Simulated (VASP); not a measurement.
## FAlSeH2: single point with PBE

Molecule: FAlSeH2, in a box.

```
CELL_PARAMETERS angstrom
12.00000 0.00000 0.00000
0.00000 13.00000 0.00000
0.00000 0.00000 13.00000
ATOMIC_POSITIONS crystal
F 0.40510 0.45498 0.62038
Al 0.47376 0.46862 0.51158
Se 0.55380 0.62725 0.48445
H 0.48103 0.37598 0.43437
H 0.59706 0.59150 0.38485
```

```yaml
Program: VASP 6.6.1
Task: single point
Functional: PBE
Potentials_or_basis: VASP PAW PBE potentials, release 64 (F, Al, Se, H)
Cutoff: 520 eV
k_mesh: 1 × 1 × 1
Occupations: gaussian, width 0.01 eV
Spin: no spin polarisation
```

```yaml
Largest_force: 0.582 eV/Å
Gap_between_the_frontier_levels: 4.67 eV
```

Forces on the atoms (eV/Å):
```
F   -0.291 -0.058  0.501
Al   0.234 -0.012 -0.442
Se  -0.024  0.274  0.236
H   -0.002 -0.092 -0.061
H    0.083 -0.113 -0.234
```

Levels at points of the mesh, in eV from the valence-band top:
```tsv
k point	band 5	band 6	band 7	band 8	band 9	band 10	band 11	band 12	band 13	band 14
(0.00, 0.00, 0.00)	-3.25	-3.02	-2.66	-0.96	0.00	4.67	5.03	5.40	6.10	6.42
```

Run time: 2.9 min on 1 thread of Intel(R) Xeon(R) Platinum 8375C CPU @ 2.90GHz (Ice Lake), with other jobs on the host, peak memory 1.5 GiB.
